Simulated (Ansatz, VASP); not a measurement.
**V in two plane-wave programs**

One calculation is typed for both programs; each brings its own data sets and cutoff. How far apart do they land?

Method: plane waves, with VASP 6.6.1 beside it; relaxation of cell and atoms at PBEsol, in Ansatz 0.2.0.

**1. Set-up**

The structure is cubic, space group Im-3m (No. 229). Conventional cell: a = 2.943 Å, b = 2.943 Å, c = 2.943 Å, α = 90.00°, β = 90.00°, γ = 90.00°. Nearest to V lie 8 V at 2.55 Å.

Structure file:

```cif
data_structure
_symmetry_space_group_name_H-M 'Im-3m'
_symmetry_Int_Tables_number 229
_cell_length_a 2.9433
_cell_length_b 2.9433
_cell_length_c 2.9433
_cell_angle_alpha 90.000
_cell_angle_beta 90.000
_cell_angle_gamma 90.000
_cell_volume 25.50
loop_
_atom_site_label
_atom_site_type_symbol
_atom_site_symmetry_multiplicity
_atom_site_Wyckoff_symbol
_atom_site_fract_x
_atom_site_fract_y
_atom_site_fract_z
_atom_site_occupancy
V1 V 2 a 0.00000 0.00000 0.00000 1
```

**2. VASP: relaxation of cell and atoms, PBEsol**

The relaxed volume is the usual yardstick between codes: its relative difference is about their pressure difference at one cell divided by the bulk modulus.

Lines of VASP's logs that name or quote its potential files are left out, and so is its time.

The input, INCAR:

```
SYSTEM = V
PREC = Accurate
ENCUT = 350
EDIFF = 1E-06
NELM = 120
ISMEAR = 1
SIGMA = 0.15
LREAL = .FALSE.
ALGO = Normal
GGA = PS
NBANDS = 8
LASPH = .TRUE.
LORBIT = 11
LWAVE = .FALSE.
LCHARG = .FALSE.
KPAR = 6
IBRION = 2
NSW = 30
ISIF = 3
EDIFFG = -0.02
POTIM = 0.4
```

The input, POSCAR:

```
V
1.0
   -1.4716252556      1.4716252556      1.4716252556
    1.4716252556     -1.4716252556      1.4716252556
    1.4716252556      1.4716252556     -1.4716252556
V
1
Direct
    0.0000000000      0.0000000000      0.0000000000
```

The input, KPOINTS:

```
Automatic mesh
0
Gamma
16 16 16
0 0 0
```

The projector-augmented-wave data sets are V (PBE family, release 64).

On the command line:

```bash
> mpirun -np 6 vasp_std
```

Numbers of over 12 decimals in the logs are rounded to 6 here.

What it wrote:

```text
[banner, memory and clock lines left out]
running    6 mpi-ranks, on    1 nodes
 distrk:  each k-point on    1 cores,    6 groups
 distr:  one band on    1 cores,    1 groups

 POSCAR found type information on POSCAR V
 POSCAR found :  1 types and       1 ions
|                                                                             |
|           W    W    AA    RRRRR   N    N  II  N    N   GGGG   !!!           |
|           W    W   A  A   R    R  NN   N  II  NN   N  G    G  !!!           |
|           W    W  A    A  R    R  N N  N  II  N N  N  G       !!!           |
|           W WW W  AAAAAA  RRRRR   N  N N  II  N  N N  G  GGG   !            |
|           WW  WW  A    A  R   R   N   NN  II  N   NN  G    G                |
|           W    W  A    A  R    R  N    N  II  N    N   GGGG   !!!           |
|                                                                             |
|     For optimal performance we recommend to set                             |
|       NCORE = 2 up to number-of-cores-per-socket                            |
|     NCORE specifies how many cores store one orbital (NPAR=cpu/NCORE).      |
|     This setting can greatly improve the performance of VASP for DFT.       |
|     The default, NCORE=1 might be grossly inefficient on modern             |
|     multi-core architectures or massively parallel machines. Do your        |
|     Unfortunately you need to use the default for GW and RPA                |
|     calculations (for HF NCORE is supported but not extensively tested      |
|     yet).                                                                   |
|                                                                             |

|                                                                             |
|               ----> ADVICE to this user running VASP <----                  |
|                                                                             |
|     You enforced a specific xc type in the INCAR file but a different       |
|     [... a line on the potential file left out ...]
|     I HOPE YOU KNOW WHAT YOU ARE DOING!                                     |
|                                                                             |

 LDA part: xc-table for (Slater+PW92), standard interpolation
 POSCAR, INCAR and KPOINTS ok, starting setup
 FFT: planning ... GRIDC
 FFT: planning ... GRID_SOFT
 FFT: planning ... GRID
 WAVECAR not read
 entering main loop
       N       E                     dE             d eps       ncg     rms          rms(c)
DAV:   1    -0.327164268191E+01   -0.32716E+01   -0.17635E+03  2400   0.463E+02
DAV:   2    -0.110015105212E+02   -0.77299E+01   -0.73118E+01  2408   0.562E+01
DAV:   3    -0.110471458537E+02   -0.45635E-01   -0.45511E-01  2928   0.606E+00
DAV:   4    -0.110473927643E+02   -0.24691E-03   -0.24691E-03  2592   0.362E-01
DAV:   5    -0.110473952176E+02   -0.24533E-05   -0.24523E-05  3008   0.290E-02    0.135E+01
DAV:   6    -0.969509390778E+01    0.13523E+01   -0.41539E+00  2480   0.305E+01    0.193E+00
DAV:   7    -0.961621621857E+01    0.78878E-01   -0.22523E-01  2872   0.633E+00    0.125E+00
DAV:   8    -0.960411757173E+01    0.12099E-01   -0.87524E-03  2432   0.142E+00    0.256E-01
DAV:   9    -0.960328305663E+01    0.83452E-03   -0.16157E-03  3184   0.295E-01    0.763E-02
DAV:  10    -0.960321681286E+01    0.66244E-04   -0.48719E-05  3032   0.859E-02    0.919E-03
DAV:  11    -0.960321207415E+01    0.47387E-05   -0.25484E-06  1392   0.178E-02    0.616E-04
DAV:  12    -0.960321223286E+01   -0.15871E-06   -0.97061E-08  1208   0.343E-03
   1 F= -.96032122E+01 E0= -.96029651E+01  d E =-.960321E+01
 curvature:   0.00 expect dE= 0.000E+00 dE for cont linesearch  0.000E+00
 trial: gam= 0.00000 g(F)=  0.125E-64 g(S)=  0.611E-06 ort = 0.000E+00 (trialstep = 0.100E+01)
 search vector abs. value=  0.611E-06
 reached required accuracy - stopping structural energy minimisation
```

Parts of OUTCAR (step 2):

```text
ion  position               nearest neighbor table
   1  0.000  0.000  0.000-

  LATTYP: Found a body centered cubic cell.
 ALAT       =     2.9432505112

 Subroutine GETGRP returns: Found 48 space group operations
 (whereof 48 operations were pure point group operations)

The static configuration has the point symmetry O_h .

 Found    145 irreducible k-points:

   k-points           NKPTS =    145   k-points in BZ     NKDIM =    145   number of bands    NBANDS=      8

   dimension x,y,z NGX =    16 NGY =   16 NGZ =   16
   dimension x,y,z NGXF=    32 NGYF=   32 NGZF=   32

   ENCUT  =  350.0 eV  25.72 Ry    5.07 a.u.   3.89  3.89  3.89*2*pi/ulx,y,z

   NELECT =       5.0000    total number of electrons

 k-points in reciprocal lattice and weights: Automatic mesh
   0.00000000  0.00000000  0.00000000       0.000
   0.06250000  0.00000000  0.00000000       0.003
   0.12500000  0.00000000  0.00000000       0.003
   0.18750000  0.00000000  0.00000000       0.003
   0.25000000  0.00000000  0.00000000       0.003
   0.31250000  0.00000000  0.00000000       0.003
   0.37500000  0.00000000  0.00000000       0.003
   0.43750000  0.00000000  0.00000000       0.003
   0.50000000  0.00000000  0.00000000       0.001
[...]
0.50000000  0.50000000  0.43750000       0.003
   0.50000000  0.50000000  0.50000000       0.000

 average (electrostatic) potential at core
       1 -38.4522

 E-fermi :   6.5316

 k-point     1 :       0.0000    0.0000    0.0000
  band No.  band energies     occupation
      1      -0.1513      2.00000
      2       6.9314     -0.00107
      3       6.9314     -0.00107
      4       6.9314     -0.00107
      5       9.0632     -0.00000
      6       9.0632     -0.00000
    ...

 k-point     2 :       0.0625    0.0000    0.0000
  band No.  band energies     occupation
      1       0.0144      2.00000
      2       6.8590     -0.00849
      3       6.9166     -0.00171
      4       7.0533     -0.00001
      5       8.9796     -0.00000
      6       9.0683     -0.00000
    ...

 k-point     3 :       0.1250    0.0000    0.0000
  band No.  band energies     occupation
      1       0.4928      2.00000
      2       6.6577      0.00058
      3       6.8441     -0.01210
      4       7.4092     -0.00000
      5       8.8017     -0.00000
      6       9.0867     -0.00000
    ...

  Total       -0.0022964     -0.0022964     -0.0022964      0.0000000      0.0000000     -0.0000000
  in kB       -0.2886117     -0.2886117     -0.2886117      0.0000000      0.0000000     -0.0000000
  external PRESSURE =      -0.2886117 kB  Pullay stress =       0.0000000 kB

  energy-cutoff  :      350.00
  volume of cell :       12.75
      direct lattice vectors                 reciprocal lattice vectors
    -1.471625256  1.471625256  1.471625256     0.000000000  0.339760410  0.339760410
     1.471625256 -1.471625256  1.471625256     0.339760410  0.000000000  0.339760410
     1.471625256  1.471625256 -1.471625256     0.339760410  0.339760410  0.000000000

 POSITION                                       TOTAL-FORCE (eV/Angst)
 -----------------------------------------------------------------------------------
      0.00000      0.00000      0.00000        -0.000000     -0.000000      0.000000
 -----------------------------------------------------------------------------------
    total drift:                                0.000000      0.000000     -0.000000

  FREE ENERGIE OF THE ION-ELECTRON SYSTEM (eV)
  ---------------------------------------------------
  free  energy   TOTEN  =        -9.6032122329 eV

  energy  without entropy=       -9.6024708552  energy(sigma->0) =       -9.60296511

 reached required accuracy - stopping structural energy minimisation

 total charge
# of ion       s       p       d       tot
------------------------------------------
    1        0.607   0.697   3.643   4.947

[... 3 further parts left out ...]
```

This run has no spin polarisation, so a moment on V, if there is one, isn't seen. Its electron count is odd, so without a moment it is a metal by construction. The data set V keeps the semicore shell frozen, which is cheaper and a little less accurate.

**3. Ansatz: relaxation of cell and atoms, PBEsol**

Ansatz runs on its default PAW (the set named soft_2) files.

The same cell, functional, mesh and smearing now go to Ansatz, which takes its cutoff from its data sets.

The input, input.yaml:

```yaml
crystal:
  lattice:
    - [-1.4716252556, 1.4716252556, 1.4716252556]
    - [1.4716252556, -1.4716252556, 1.4716252556]
    - [1.4716252556, 1.4716252556, -1.4716252556]
  atoms:
    - { symbol: V, position: [0.0, 0.0, 0.0] }
hamiltonian:
  xc: pbesol
  pseudopotentials: { kind: paw }
kpoints:
  mp_grid: { grid: [16, 16, 16] }
scf:
  occupations: { method: methfessel_paxton, width: 0.15 }
relax:
  f_tol: 0.01
  max_steps: 60
  cell: { stress_tol: 0.05 }
output:
  forces: true
  stress: true
```

On the command line:

```bash
> ansatz run input.yaml --threads 4 --pin off --max-ram 9216MiB --backend cpu --events-out ev --progress --plain --runs-dir out
```

What it wrote:

```text
Engine: ansatz 0.2.0, aarch64-unknown-linux-gnu
Pseudopotentials: kind: paw
Pseudopotential: V, paw, valence charge 13, recommended cutoff 420 eV (normal), V.paw.azcp
Functional definition: PBEsol
  exchange = pbesol_x
  correlation = pbesol_c
Crystal: 1 atoms, lattice volume = 12.748 Å³
Basis set: ecut = 420 eV, 249 PW (Γ), exchange–correlation on 36×36×36 points (8 copies of the dense FFT grid, shifted against one another)
Bands: 11, of which v1, the nominal top of the filled ones, is band 7 counted from 1 (6 counted from 0)
Symmetry: 48 space group operations
Space group: Im-3m (ITA 229), of the structure as read, at distance tolerance 2.3e-5 Å
k-points: 145 of 4096
Non-local potential: V, projectors of the file, l = 0: 3, l = 1: 2, l = 2: 3, l = 3: 1
PAW form: soft (Blöchl's): semilocal exchange-correlation on the pseudo side does not see the compensation charge
PAW frozen core: V, regenerated for the run's functional, and the local potential with it (the file was generated under x = pbe(κ = 0.804, μ = 0.219515), c = pbe(β = 0.066725))
PAW one-centre angular grid: V, 590 points (default); XC on 64 Gauss nodes
Initial density: superposition of atomic densities (neutral atoms: chi_scale 0, normalization atom), corrected by the library's trained network
Initial wavefunctions: pseudopotential atomic-orbital guess
Functional: x = pbesol(κ = 0.804, μ = 0.123457), c = pbesol(β = 0.046)
SCF iter   1: F=—  HF=-2885.286621 eV  |F-HF|=—  |Δ(HF+E_count)|=         —  Δρ=1.04e-2  dr2=6.87e-3  ethr=1.77e-3  ⟨swp⟩=4.1  Hψ=8065  notcnv=0
preconditioner: auto → none  [metal: Δε(μ)=0.003 eV  Ē_g=7.164 eV  σ=0.150 eV  W_gap=0.02  n_scr=0 (ndim 8)  ℏωp=23.3 eV  f_vac=0.000  D(μ)=1.96/eV (n_scr^D=42)]
SCF iter   2: F=—  HF=-2885.285138 eV  |F-HF|=—  |Δ(HF+E_count)|=   1.48e-3  S|Δr|=    0.00e0  Δρ=4.47e-3  dr2=1.39e-3  ethr=5.28e-5  ⟨swp⟩=2.8  Hψ=3793  notcnv=0
SCF iter   3: F=—  HF=-2885.284785 eV  |F-HF|=—  |Δ(HF+E_count)|=   3.53e-4  S|Δr|=    0.00e0  Δρ=2.20e-3  dr2=1.41e-4  ethr=1.07e-5  ⟨swp⟩=2.7  Hψ=2425  notcnv=0
SCF iter   4: F=—  HF=-2885.284781 eV  |F-HF|=—  |Δ(HF+E_count)|=   3.88e-6  S|Δr|=    0.00e0  Δρ=3.02e-4  dr2=2.56e-6  ethr=1.08e-6  ⟨swp⟩=1.0  Hψ=1564  notcnv=0
SCF iter   5: F=—  HF=-2885.284781 eV  |F-HF|=—  |Δ(HF+E_count)|=   6.59e-7  S|Δr|=    0.00e0  Δρ=2.09e-5  dr2=1.33e-8  ethr=7.69e-10  ⟨swp⟩=2.7  Hψ=4862  notcnv=0
SCF iter   6: F=-2885.284781 eV  HF=-2885.284781 eV  |F-HF|=1.05e-11  |Δ(HF+E_count)|=   3.16e-9  S|Δr|=    0.00e0  Δρ=9.72e-7  dr2=4.42e-11  ethr=1.03e-10  ⟨swp⟩=2.0  Hψ=4315  notcnv=0
SCF 1 converged in 6 iterations: F = -2885.284781 eV  dr2 = 4.42e-11
  greatest PAW one-centre occupation: 1.000 electrons in one spin orbital (limit 2), on the V atom at site 0 (counted from 0), in its partial waves of l = 0
relax step   1: F+E_penalty+E_count = -2885.28478138 eV  Δ(F+E_penalty+E_count) = +0.000e0 eV  max|allowed force component| = 0.000e0 eV/Å  Δτ_max = 0.0000 Å  P = +3.123 GPa  Ω = 12.748 Å³  (6 SCF iters, dr2 threshold 1.00e-7 eV, accepted)
[...]
relax step   2: F+E_penalty+E_count = -2885.28662477 eV  Δ(F+E_penalty+E_count) = -1.843e-3 eV  max|allowed force component| = 0.000e0 eV/Å  Δτ_max = 0.0000 Å  P = +0.204 GPa  Ω = 12.936 Å³  energy of the carried Pulay correction = -8.695e-5 eV  (5 SCF iters, dr2 threshold 1.00e-7 eV, accepted)
[...]
relax step   3: F+E_penalty+E_count = -2885.28662727 eV  Δ(F+E_penalty+E_count) = -2.506e-6 eV  max|allowed force component| = 0.000e0 eV/Å  Δτ_max = 0.0000 Å  P = +0.003 GPa  Ω = 12.949 Å³  energy of the carried Pulay correction = -9.307e-5 eV  (3 SCF iters, dr2 threshold 1.00e-7 eV, accepted)
[...]
relax step   4: F+E_penalty+E_count = -2885.28672327 eV  Δ(F+E_penalty+E_count) = -9.600e-5 eV  max|allowed force component| = 0.000e0 eV/Å  Δτ_max = 0.0000 Å  P = +0.011 GPa  Ω = 12.949 Å³  stress off target by 1.11e-2 GPa  SCF on the basis re-selected at this cell (its energy is not comparable with the rows above)  (5 SCF iters)
basis re-selected at this cell: Δ(F+E_penalty+E_count) = -9.600e-5 eV, ΔP = +0.008 GPa vs the last step (what re-selecting the basis moved, of the pressure what is left beyond the Pulay correction that the steps carried, after the strain that the cell walked since its last selection, with what the two solves' SCF thresholds leave and, on support functions, any second-order correction that the steps lacked; it is no measure of the basis error at this ecutwfc). This SCF's stress stands 1.11e-2 GPa from its target on what of the cell is left free (relax.cell.stress_tol is 5.00e-2 GPa) and its largest allowed force component is 0.00e0 eV/Å (relax.f_tol is 1.00e-2 eV/Å): [rest of the remark cut]
SCF converged after 5 iterations
Stability not checked: this state was not tested for a lower state beside it, because cold or Methfessel-Paxton smearing, or corrected tetrahedra, fill the levels in a way that the test cannot read (fill_not_monotonic; see scf.lower_state_search)
Free energy (F): -2885.286723 eV
Harris-Foulkes:  -2885.286723 eV  (|F-HF|=4.55e-13)
Internal energy: -2885.285469 eV  (E = F + TS)
E sigma→0 (E₀):  -2885.286410 eV
Entropy (-TS):   -0.001254 eV (-1.254 meV/atom)
Fermi energy:    17.158452 eV
--- Per-component energies (eV) ---
  E_band       = -134.759630
  E_kinetic    = 337.372948
  E_local      = -866.432537  (includes V_loc(G=0)·N_el)
  E_nonlocal   = -43.874390
  E_hartree    = 400.574173
  E_xc         = -129.866311
  E_vxc        = -165.380800  (∫ρ·V_xc dr)
  E_paw        = -1086.541074  (= ΣΔE_a)
  E_vpaw       = -197.593463  (= ΣTr[D̂ρ^β])
  E_aug_tail   = 0.000281  (compensation charges beyond the density's cutoff)
  E_ewald      = -1496.668238
  E_core_change = 0.149679  (= ΣΔE_core)
  E_smearing   = -0.001254  (= −TS)
  E_closure    = 0.000000  (closes the sum)
  Σ components = -2885.286723   (vs F -2885.286723, Δ=0.00e0)
--- Forces (eV/Å), atoms counted from 1 ---
  atom   1  V     -0.00000000    -0.00000000     0.00000000
  max |Σ_I F_I| component: 1.01e-31 eV/Å
--- Stress (GPa, compression-positive) ---
        0.011059       0.000000      -0.000000
       -0.000000       0.011059      -0.000000
        0.000000      -0.000000       0.011059
  P = ⅓ Tr σ = 0.0111 GPa (0.111 kbar)
--- Relaxed structure (3 steps of the walk, 3 accepted, 1 SCFs on fresh bases) ---
  F+E_penalty+E_count = -2885.28672327 eV   max|allowed force component| = 0.000e0 eV/Å   (the final SCF, on the basis selected at the relaxed cell)
  cell:  # Å, volume = 12.9494 Å³
    - [-1.479323, 1.479323, 1.479323]
    - [1.479323, -1.479323, 1.479323]
    - [1.479323, 1.479323, -1.479323]
  atoms:
    - { symbol: V, position: [0.0, 0.0, 0.0] }
```

Elapsed: 2.5 s, on 4 threads of Arm Neoverse N1, shared host; peak memory 0.28 GiB; 7.5 s of CPU time.

**4. Side by side**

Known differences besides the potentials themselves: both relaxations stop at a tolerance, which leaves soft axes loose, and VASP keeps its plane-wave basis; the data sets hold 13 valence electrons in Ansatz (default PAW (the set named soft_2) files) and 5 in VASP; the cutoff is 420 eV in Ansatz and 350 eV in VASP; Ansatz makes its cores anew for this functional, VASP keeps those of its PBE data sets; Ansatz adds a Pulay correction to the stress that steers its cell, VASP none. Total energies have different zeros and are not compared.

Both answers:

```
                                         quantity  Ansatz   VASP  difference
                                      volume (Å³)   12.95  12.75     +1.58 %
edge a after relaxation, in the typed setting (Å)   2.562  2.549     +0.53 %
```

The walks stopped with 0.01 GPa left in Ansatz and -0.03 GPa in VASP; each walk ends within a tolerance, so the volume difference is uncertain by about these residues over the bulk modulus, most in soft cells.

A further Ansatz single point at VASP's end cell gives 3.12 GPa where VASP has -0.03 GPa.

**5. Summary of results**

| Item | Value |
| --- | --- |
| difference in volume (relaxation of cell and atoms, PBEsol) | 1.6 % |

What this shows: The difference in volume is 1.6 % (relaxation of cell and atoms, PBEsol), beyond the 1.2 % picked in this series as the mark of a large difference, as far as the stopping tolerances let one tell. A pressure difference of 3.15 GPa at VASP's end cell goes with 1.6 % of volume. How closely two codes agree says nothing of how well the functional describes the real material.

[Lines on the potential files, build, host, timing and source positions are cut from VASP's logs without a mark.]

[Logs are printed without paths, hosts, clocks, repeated set-up lines and the standing remarks that a program may print on its own settings, such as how far it seeks lower states.]

[Hosts, paths, dates, database ids (printed as entryN), source tags and the programs' standing remarks are cut or masked in the printed files.]
